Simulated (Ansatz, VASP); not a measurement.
## Cross-check of Te between VASP and Ansatz

Wanted: the spread between two codes on one cell, functional and k mesh. The cell is taken from a series of runs on this material, whose earlier steps may have relaxed, scaled, displaced or heated it; both programs get it as it stands.

Program: Ansatz 0.2.0. Level of theory: plane waves, with VASP 6.6.1 beside it; single point at B3LYP with an exact-exchange share of 0.2. Results are calculated unless marked as measured.

## Step 1: The starting structure

It takes space group P3_121 (No. 152, trigonal). The conventional cell has a = 4.457 Å, b = 4.457 Å, c = 5.929 Å, α = 90.00°, β = 90.00°, γ = 120.00°. Te has 2 Te at 2.89 Å nearest.

## Step 2: Ansatz: single point, B3LYP with an exact-exchange share of 0.2

Ansatz runs on its default PAW (the set named soft_2) files.

A single point gives forces, pressure and levels at one fixed geometry, so differences don't come from the geometry; what else differs is listed under the comparison.

input.yaml

```yaml
crystal:
  lattice:
    - [4.4572, 0.0, 0.0]
    - [-2.2286, 3.8600484297, 0.0]
    - [0.0, 0.0, 5.929]
  atoms:
    - { symbol: Te, position: [0.2729113552, 0.0, 0.3333333333] }
    - { symbol: Te, position: [0.0, 0.2729113552, 0.6666666667] }
    - { symbol: Te, position: [0.7270886448, 0.7270886448, 0.0] }
kpoints:
  mp_grid: { grid: [6, 6, 4] }
  band_path:
    path:
      - [0.0, 0.0, 0.0]
      - [0.5, 0.0, 0.0]
      - [0.33333333, 0.33333333, 0.0]
      - [0.0, 0.0, 0.5]
      - [0.5, 0.0, 0.5]
      - [0.33333333, 0.33333333, 0.5]
      - [0.35, 0.3, 0.5]
    npoints: 1
hamiltonian:
  xc: b3lyp
scf:
  occupations: { method: gaussian, width: 0.01 }
  n_extra_bands: 5
output:
  eigenvalues: true
  populations: true
  write_density: true
  write_potential: true
  elf: true
  volumetric_format: npy
```

On the command line:

```console
> ansatz run input.yaml --threads 4 --pin off --max-ram 16384MiB --backend cpu --events-out ev --progress --plain --runs-dir out
```

Numbers of over 12 decimals in the logs are rounded to 6 here.

The program printed:

```text
scf.n_extra_bands = 5 over 24 filled bands (N_el = 48.0): the run solves 29 bands
Engine: ansatz 0.2.0, x86_64-unknown-linux-gnu
Pseudopotentials: kind: paw
Pseudopotential: Te, paw, valence charge 16, recommended cutoff 420 eV (normal), Te.paw.azcp
Functional definition: B3LYP
  parameter a0 = 0.2
  parameter ax = 0.72
  parameter ac = 0.81
  exchange = (1 - a0 - ax)*slater_x + ax*b88_x + a0*exact_x
  correlation = (1 - ac)*vwn_rpa_c + ac*lyp_c
Crystal: 3 atoms, lattice volume = 102.008 Å³
Basis set: ecut = 420 eV, 2017 PW (Γ), exchange–correlation on 60×60×80 points (8 copies of the dense FFT grid, shifted against one another)
Bands: 29, of which v1, the nominal top of the filled ones, is band 24 counted from 1 (23 counted from 0)
Symmetry: 6 space group operations
Space group: P3121 (ITA 152), of the structure as read, at distance tolerance 4.7e-5 Å
k-points: 24 of 144 (time reversal used)
Non-local potential: Te, projectors of the file, l = 0: 2, l = 1: 2, l = 2: 2, l = 3: 2
PAW form: soft (Blöchl's): semilocal exchange-correlation on the pseudo side does not see the compensation charge
PAW frozen core: Te, regenerated for the run's functional, and the local potential with it (the file was generated under x = pbe(κ = 0.804, μ = 0.219515), c = pbe(β = 0.066725))
PAW one-centre angular grid: Te, 590 points (default); XC on 64 Gauss nodes
Initial density: superposition of atomic densities (neutral atoms: chi_scale 0, normalization atom), corrected by the library's trained network
Initial wavefunctions: pseudopotential atomic-orbital guess
Functional: x = 0.1 slater + 0.9 b88, c = 0.19 vwn_rpa + 0.81 lyp, warm-up for x = 0.08 slater + 0.72 b88 + 0.2 exact, c = 0.19 vwn_rpa + 0.81 lyp
SCF iter   1: F=—  HF=-20975.010793 eV  |F-HF|=—  |Δ(HF+E_count)|=         —  Δρ=5.08e-3  dr2=3.00e-2  ethr=1.77e-3  ⟨swp⟩=9.8  Hψ=2826  notcnv=1
preconditioner: auto → none  [insulator: Δε(μ)=0.233 eV  Ē_g=8.705 eV  σ=0.010 eV  W_gap=1.00  n_scr=22 (ndim 8)  ℏωp=15.6 eV  f_vac=0.027  D(μ)=0.00/eV (n_scr^D=0)]
SCF iter   2: F=—  HF=-20975.001786 eV  |F-HF|=—  |Δ(HF+E_count)|=   9.01e-3  Δρ=2.15e-3  dr2=3.66e-3  ethr=6.24e-5  ⟨swp⟩=3.8  Hψ=1699  notcnv=0  defer=11
iter 3 solved again at ethr=1.50e-7 eV; its pass at ethr=7.63e-6 eV (dr2=7.20e-5 eV) is discarded
SCF iter   3: F=—  HF=-20975.000747 eV  |F-HF|=—  |Δ(HF+E_count)|=   1.04e-3  Δρ=2.37e-4  dr2=6.75e-5  ethr=1.50e-7  ⟨swp⟩=3.5  Hψ=3433  notcnv=0  defer=9
SCF iter   4: F=-20975.000722 eV  HF=-20975.000720 eV  |F-HF|=2.32e-6  |Δ(HF+E_count)|=   2.77e-5  Δρ=8.03e-5  dr2=2.99e-6  ethr=1.41e-7  ⟨swp⟩=3.3  Hψ=1878  notcnv=0  defer=8
SCF 1 stopped early in 4 iterations: F = -20975.000722 eV  dr2 = 2.99e-6
  greatest PAW one-centre occupation: 0.999 electrons in one spin orbital (limit 2), on the Te atom at site 2 (counted from 0), in its partial waves of l = 2
Initial density: handed on by an earlier stage of this run
Initial wavefunctions: those handed on with the density
Functional: x = 0.08 slater + 0.72 b88 + 0.2 exact, c = 0.19 vwn_rpa + 0.81 lyp
Frozen-core exchange: fock
SCF iter   1: F=—  HF=-20984.532997 eV  |F-HF|=—  |Δ(HF+E_count)|=         —  Δρ=3.53e-3  dr2=9.18e-3  ethr=6.23e-8  ⟨swp⟩=10.4  Hψ=3614  notcnv=0
preconditioner: auto → none  [insulator: Δε(μ)=0.896 eV  Ē_g=10.125 eV  σ=0.010 eV  W_gap=1.00  n_scr=22 (ndim 8)  ℏωp=15.6 eV  f_vac=0.033  D(μ)=0.00/eV (n_scr^D=0)]
SCF iter   2: F=—  HF=-20984.530114 eV  |F-HF|=—  |Δ(HF+E_count)|=   2.88e-3  Δρ=1.38e-3  dr2=3.91e-3  ethr=6.23e-8  ⟨swp⟩=5.0  Hψ=2843  notcnv=0
SCF iter   3: F=—  HF=-20984.543285 eV  |F-HF|=—  |Δ(HF+E_count)|=   1.32e-2  Δρ=1.01e-3  dr2=1.04e-3  ethr=6.23e-8  ⟨swp⟩=5.0  Hψ=2782  notcnv=0
SCF iter   4: F=—  HF=-20984.543070 eV  |F-HF|=—  |Δ(HF+E_count)|=   2.15e-4  Δρ=1.01e-4  dr2=1.69e-4  ethr=6.23e-8  ⟨swp⟩=4.0  Hψ=2407  notcnv=0
SCF iter   5: F=—  HF=-20984.543749 eV  |F-HF|=—  |Δ(HF+E_count)|=   6.79e-4  Δρ=1.74e-4  dr2=3.45e-5  ethr=1.44e-8  ⟨swp⟩=4.1  Hψ=2011  notcnv=0
SCF iter   6: F=-20984.543790 eV  HF=-20984.543791 eV  |F-HF|=8.43e-7  |Δ(HF+E_count)|=   4.14e-5  Δρ=5.31e-5  dr2=5.59e-6  ethr=1.44e-8  ⟨swp⟩=4.0  Hψ=1749  notcnv=0
SCF 2 stopped early in 6 iterations: F = -20984.543790 eV  dr2 = 5.59e-6
  greatest PAW one-centre occupation: 0.999 electrons in one spin orbital (limit 2), on the Te atom at site 0 (counted from 0), in its partial waves of l = 2
hybrid outer 1: dexx = +1.725e-2 eV, tail = 9.34e-5 eV
Frozen-core exchange: fock
SCF iter   1: F=—  HF=-20984.543869 eV  |F-HF|=—  |Δ(HF+E_count)|=         —  Δρ=2.58e-5  dr2=6.95e-7  ethr=9.73e-7  ⟨swp⟩=2.9  Hψ=1416  notcnv=0
preconditioner: auto → none  [insulator: Δε(μ)=0.980 eV  Ē_g=10.148 eV  σ=0.010 eV  W_gap=1.00  n_scr=22 (ndim 8)  ℏωp=15.6 eV  f_vac=0.032  D(μ)=0.00/eV (n_scr^D=0)]
SCF iter   2: F=—  HF=-20984.543869 eV  |F-HF|=—  |Δ(HF+E_count)|=   4.43e-7  Δρ=1.17e-5  dr2=2.24e-7  ethr=1.18e-9  ⟨swp⟩=4.1  Hψ=2230  notcnv=0
SCF iter   3: F=-20984.543870 eV  HF=-20984.543870 eV  |F-HF|=5.94e-9  |Δ(HF+E_count)|=   5.42e-7  Δρ=5.58e-6  dr2=2.63e-8  ethr=1.67e-10  ⟨swp⟩=4.2  Hψ=1833  notcnv=0  defer=2
SCF 3 converged in 3 iterations: F = -20984.543870 eV  dr2 = 2.63e-8
  greatest PAW one-centre occupation: 0.999 electrons in one spin orbital (limit 2), on the Te atom at site 1 (counted from 0), in its partial waves of l = 2
hybrid outer 2: dexx = +7.567e-7 eV, tail = 7.35e-8 eV, Δε = 1.59e-3 eV (about 1.03e-4 eV left of the loop's levels)
NSCF: frozen V_eff on 7 k-points
hybrid SCF converged: 2 outer / 9 inner (+4 warm-up), last move |dexx| = 7.57e-7 eV, tail = 7.35e-8 eV
Stability not checked: this state was not tested for a lower state beside it, because the functional holds exact exchange (a hybrid, or Hartree-Fock), whose exchange loop this test does not read (fock_operator; see scf.lower_state_search)
Free energy (F): -20984.543870 eV
Frozen-core exchange: fock
Harris-Foulkes:  -20984.543870 eV  (|F-HF|=5.94e-9)
Internal energy: -20984.543870 eV  (E = F + TS)
E sigma→0 (E₀):  -20984.543870 eV
Fermi energy:    8.951044 eV
--- Per-component energies (eV) ---
  E_band       = -884.045991
  E_kinetic    = 542.747270
  E_local      = -3818.160846  (includes V_loc(G=0)·N_el)
  E_nonlocal   = -936.926886
  E_hartree    = 2434.659764
  E_xc         = -304.209440
  E_vxc        = -251.971407  (∫ρ·V_xc dr)
  E_exx        = -123.802328  (= α·E_x^exact, valence–valence)
  E_paw        = -13975.671649  (= ΣΔE_a)
  E_vpaw       = -1041.444721  (= ΣTr[D̂ρ^β])
  E_aug_tail   = -0.000601  (compensation charges beyond the density's cutoff)
  E_ewald      = -4802.809264
  E_core_change = -0.369890  (= ΣΔE_core)
  E_smearing   = -0.000000  (= −TS)
  E_closure    = 0.000000  (closes the sum)
  Σ components = -20984.543870   (vs F -20984.543870, Δ=3.64e-12)
--- Band table (eV; the first three rows and the last of 24) ---
  k-point 0: bands = [... 20 lower, 5.5641, 6.5815, 6.5815, 7.3627, 10.2925, 10.2925, 10.9510, 14.7246, ... 1 higher]
  k-point 1: bands = [... 20 lower, 5.7149, 6.7520, 6.9342, 7.3828, 9.9099, 9.9623, 10.4026, 14.0964, ... 1 higher]
  k-point 2: bands = [... 20 lower, 5.5338, 6.9347, 7.3291, 7.3291, 9.6723, 9.7385, 9.7385, 13.7396, ... 1 higher]
  k-point 23: bands = [... 20 lower, 2.9760, 7.4688, 8.4610, 8.4610, 9.4411, 10.5488, 10.5488, 15.7188, ... 1 higher]
--- Löwdin populations: 3 sites ---
  site symbol       q [e]
     0     Te     15.9584
     1     Te     15.9584
     2     Te     15.9584
  spilling = 0.002599 (of n_electrons = 48.000000)
```

## Step 3: VASP: single point, B3LYP with an exact-exchange share of 0.2

The same cell, functional (in two slightly different forms), mesh and smearing now go to VASP, with its own data sets.

Lines of VASP's logs that name or quote its potential files are left out, and so is its time.

The run reads the wave functions of an earlier VASP run, which isn't shown here.

INCAR

```
SYSTEM = Te
PREC = Accurate
ENCUT = 400
EDIFF = 1E-06
NELM = 100
ISMEAR = 0
SIGMA = 0.01
LREAL = .FALSE.
ALGO = Normal
LHFCALC = .TRUE.
AEXX = 0.2
GGA = B3
AGGAX = 0.72
AGGAC = 0.81
ALDAC = 0.19
LASPH = .TRUE.
NBANDS = 15
PRECFOCK = Fast
LORBIT = 11
LWAVE = .FALSE.
LCHARG = .FALSE.
KPAR = 16
ISIF = 2
```

POSCAR

```
Te
1.0
    4.4572000000      0.0000000000      0.0000000000
   -2.2286000000      3.8600484297      0.0000000000
    0.0000000000      0.0000000000      5.9290000000
Te
3
Direct
    0.2729113552      0.0000000000      0.3333333333
    0.0000000000      0.2729113552      0.6666666667
    0.7270886448      0.7270886448      0.0000000000
```

KPOINTS

```
Automatic mesh
0
Gamma
6 6 4
0 0 0
```

The projector-augmented-wave data sets are Te (PBE family, release 64).

On the command line:

```console
> mpirun -np 16 vasp_std
```

The program printed:

```text
[banner, memory and clock lines left out]
running   16 mpi-ranks, on    1 nodes
 distrk:  each k-point on    1 cores,   16 groups
 distr:  one band on    1 cores,    1 groups

 POSCAR found type information on POSCAR Te
 POSCAR found :  1 types and       3 ions
|                                                                             |
|           W    W    AA    RRRRR   N    N  II  N    N   GGGG   !!!           |
|           W    W   A  A   R    R  NN   N  II  NN   N  G    G  !!!           |
|           W    W  A    A  R    R  N N  N  II  N N  N  G       !!!           |
|           W WW W  AAAAAA  RRRRR   N  N N  II  N  N N  G  GGG   !            |
|           WW  WW  A    A  R   R   N   NN  II  N   NN  G    G                |
|           W    W  A    A  R    R  N    N  II  N    N   GGGG   !!!           |
|                                                                             |
|     For optimal performance we recommend to set                             |
|       NCORE = 2 up to number-of-cores-per-socket                            |
|     NCORE specifies how many cores store one orbital (NPAR=cpu/NCORE).      |
|     This setting can greatly improve the performance of VASP for DFT.       |
|     The default, NCORE=1 might be grossly inefficient on modern             |
|     multi-core architectures or massively parallel machines. Do your        |
|     Unfortunately you need to use the default for GW and RPA                |
|     calculations (for HF NCORE is supported but not extensively tested      |
|     yet).                                                                   |
|                                                                             |

|                                                                             |
|               ----> ADVICE to this user running VASP <----                  |
|                                                                             |
|     You enforced a specific xc type in the INCAR file but a different       |
|     [... a line on the potential file left out ...]
|     I HOPE YOU KNOW WHAT YOU ARE DOING!                                     |
|                                                                             |

 LDA part: xc-table for (Slater(with rela. corr.)+VWN3), standard interpolation
 found WAVECAR, reading the header
 POSCAR, INCAR and KPOINTS ok, starting setup
 FFT: planning ... GRIDC
 FFT: planning ... GRID_SOFT
 FFT: planning ... GRID
 reading WAVECAR
 the WAVECAR file was read successfully
 initial charge from wavefunction
 entering main loop
       N       E                     dE             d eps       ncg     rms          rms(c)
DAV:   1    -0.108388452278E+02   -0.10839E+02   -0.16481E+00   720   0.880E+00    0.131E+01
DAV:   2    -0.108583881652E+02   -0.19543E-01   -0.47519E-02   874   0.150E+00    0.919E+00
DAV:   3    -0.108575786447E+02    0.80952E-03   -0.21479E-03   937   0.302E-01    0.584E+00
DAV:   4    -0.108569503954E+02    0.62825E-03   -0.50780E-04   923   0.136E-01    0.356E+00
DAV:   5    -0.108567690668E+02    0.18133E-03   -0.20392E-04   867   0.799E-02    0.215E+00
DAV:   6    -0.108567279382E+02    0.41129E-04   -0.65463E-05   874   0.436E-02    0.128E+00
DAV:   7    -0.108567207311E+02    0.72071E-05   -0.18767E-05   881   0.236E-02    0.765E-01
DAV:   8    -0.108567206722E+02    0.58861E-07   -0.54529E-06   832   0.133E-02
   1 F= -.10856721E+02 E0= -.10856721E+02  d E =-.691728E-54
```

OUTCAR, selected parts (step 3):

```text
ion  position               nearest neighbor table
   1  0.273  0.000  0.333-   3 2.89   2 2.89   3 3.46   3 3.46   2 3.46   2 3.46
   2  0.000  0.273  0.667-   3 2.89   1 2.89   3 3.46   3 3.46   1 3.46   1 3.46
   3  0.727  0.727  0.000-   2 2.89   1 2.89   1 3.46   2 3.46   2 3.46   1 3.46

  LATTYP: Found a hexagonal cell.
 ALAT       =     4.4572000000
 C/A-ratio  =     1.3302073050

 Subroutine GETGRP returns: Found  6 space group operations
 (whereof  2 operations were pure point group operations)

The static configuration has the point symmetry C_2 .
 The point group associated with its full space group is D_3 .

 Found     24 irreducible k-points:

   k-points           NKPTS =     24   k-points in BZ     NKDIM =    144   number of bands    NBANDS=     15

   dimension x,y,z NGX =    30 NGY =   30 NGZ =   40
   dimension x,y,z NGXF=    60 NGYF=   60 NGZF=   80

   ENCUT  =  400.0 eV  29.40 Ry    5.42 a.u.   7.27  7.27  9.67*2*pi/ulx,y,z

   NELECT =      18.0000    total number of electrons

 k-points in reciprocal lattice and weights: Automatic mesh
   0.00000000  0.00000000  0.00000000       0.007
   0.16666667  0.00000000  0.00000000       0.042
   0.33333333  0.00000000  0.00000000       0.042
   0.50000000  0.00000000  0.00000000       0.021
   0.16666667  0.16666667  0.00000000       0.042
   0.33333333  0.16666667  0.00000000       0.083
   0.33333333  0.33333333  0.00000000       0.014
   0.00000000  0.00000000  0.25000000       0.014
   0.16666667  0.00000000  0.25000000       0.042
[...]
0.33333333  0.16666667  0.50000000       0.083
   0.33333333  0.33333333  0.50000000       0.014

  exchange ACFDT corr.  =         0.00000000  see jH, gK, PRB 81, 115126

 average (electrostatic) potential at core
       1 -85.6760       2 -85.6760       3 -85.6760

 E-fermi :   5.7539

 k-point     1 :       0.0000    0.0000    0.0000
  band No.  band energies     occupation
    ...
      5       2.7452      2.00000
      6       2.7452      2.00000
      7       3.7666      2.00000
      8       3.7666      2.00000
      9       4.5632      2.00000
     10       7.4931      0.00000
     11       7.4931      0.00000
     12       8.1694      0.00000
     13      11.8796      0.00000
     14      11.8796      0.00000
    ...

 k-point     2 :       0.1667    0.0000    0.0000
  band No.  band energies     occupation
    ...
      5       1.9158      2.00000
      6       2.2356      2.00000
      7       4.3147      2.00000
      8       4.5843      2.00000
      9       4.8495      2.00000
     10       7.2181      0.00000
     11       7.3637      0.00000
     12       7.9561      0.00000
     13      11.2239      0.00000
     14      11.9216      0.00000
    ...

 k-point     3 :       0.3333    0.0000    0.0000
  band No.  band energies     occupation
    ...
      5       1.0970      2.00000
      6       1.6655      2.00000
      7       3.1067      2.00000
      8       4.6746      2.00000
      9       4.7472      2.00000
     10       7.2702      0.00000
     11       7.4584      0.00000
     12       9.3017      0.00000
     13      10.1242      0.00000
     14      12.9254      0.00000
    ...

  Total        1.7890060      1.7890060      1.2480289      0.0000000      0.0000000      0.0000000
  in kB       28.0986889     28.0986889     19.6019335      0.0000000      0.0000000      0.0000000
  external PRESSURE =      25.2664371 kB  Pullay stress =       0.0000000 kB

  energy-cutoff  :      400.00
  volume of cell :      102.01
      direct lattice vectors                 reciprocal lattice vectors
     4.457200000  0.000000000  0.000000000     0.224356098  0.129532054  0.000000000
    -2.228600000  3.860048430  0.000000000     0.000000000  0.259064107  0.000000000
     0.000000000  0.000000000  5.929000000     0.000000000  0.000000000  0.168662506

 POSITION                                       TOTAL-FORCE (eV/Angst)
 -----------------------------------------------------------------------------------
      1.21642      0.00000      1.97633        -0.355503      0.000000     -0.000000
     -0.60821      1.05345      3.95267         0.177751     -0.307875      0.000000
      1.62039      2.80660      0.00000         0.177751      0.307875      0.000000
 -----------------------------------------------------------------------------------
    total drift:                                0.000001      0.000001      0.000000

  FREE ENERGIE OF THE ION-ELECTRON SYSTEM (eV)
  ---------------------------------------------------
  free  energy   TOTEN  =       -10.8567206722 eV

  energy  without entropy=      -10.8567206722  energy(sigma->0) =      -10.85672067

 total charge
# of ion       s       p       d       tot
------------------------------------------
    1        1.414   1.921   0.041   3.376
    2        1.414   1.921   0.041   3.376
    3        1.414   1.921   0.041   3.376
--------------------------------------------------
tot          4.242   5.763   0.124  10.128

[... 3 further parts left out ...]
```

The run ends at a pressure of 2.53 GPa, with forces up to 0.36 eV/Å.

## Step 4: Comparison

Known differences besides the potentials themselves: exact exchange at q = 0 is treated differently, which shows on coarse meshes; VASP keeps PBE cores, Ansatz makes them for the functional; the data sets hold 48 valence electrons in Ansatz (on its default PAW (the set named soft_2) files) and 18 in VASP; the cutoff is 420 eV in Ansatz and 400 eV in VASP; VASP's log shows a relativistic correction to its local exchange, Ansatz's none; VASP takes a coarser grid for exact exchange (PRECFOCK = Fast). Total energies have different zeros and are not compared.

Compared:

```tsv
quantity	Ansatz	VASP	difference
gap on the k mesh (eV)	0.980	0.970	+0.011
```

A gap on the mesh is an upper bound, since the band edges may lie between its points.

## Step 5: Summary of results

| Property | Result |
| --- | --- |
| difference in gap on the k mesh (single point, B3LYP with an exact-exchange share of 0.2) | 0.011 eV |

The difference in gap on the k mesh is 0.011 eV (single point, B3LYP with an exact-exchange share of 0.2), within the 0.08 eV picked in this series as the mark of a large difference. The data sets hold unlike numbers of valence electrons (48 in Ansatz and 18 in VASP), so part of the differences comes from the potentials. How closely two codes agree says nothing of how well the functional describes the real material.

[Lines on the potential files, build, host, timing and source positions are cut from VASP's logs without a mark.]

[Logs are printed without paths, hosts, clocks, repeated set-up lines and the standing remarks that a program may print on its own settings, such as how far it seeks lower states.]

[Hosts, paths, dates, database ids (printed as entryN), source tags and the programs' standing remarks are cut or masked in the printed files.]
